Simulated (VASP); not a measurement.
Here is the system:

```xyz
4
Lattice="3.5802 0.0000 0.0000 0.0000 3.5802 0.0000 0.0000 0.0000 3.5802" Properties=species:S:1:pos:R:3 pbc="T T T"
Si     0.0000     0.0000     0.0000
Ni     0.0000     1.7901     1.7901
Ni     1.7901     0.0000     1.7901
Ni     1.7901     1.7901     0.0000
```
Cell charge +0.5.

Computed with PBE GGA, VASP's PBE PAW potentials (set 64) (plane waves; VASP 6.6.1). Numerical set-up: NELECT = 33.5, 400 eV cut-off, 8×8×8 Γ-centred mesh, Gaussian smearing of 0.050 eV, potentials Si Ni.

The cell is charged, with a uniform compensating background.

Question: Give the stress tensor in GPa (positive for a compressed cell).

Answer: 
```
-36.02    0.00    0.00
  0.00  -36.02    0.00
  0.00    0.00  -36.02
```
The pressure is its mean diagonal, -36.02 GPa.

The compound is Ni3Si in the L1_2 structure. The cell was not relaxed at this level. The run is one of a series of settings (ISMEAR = 0, NELECT = 33.5, SIGMA = 0.05 against the base run), some of them coarse on purpose. The run is not spin-polarised, so no magnetic state was tried.
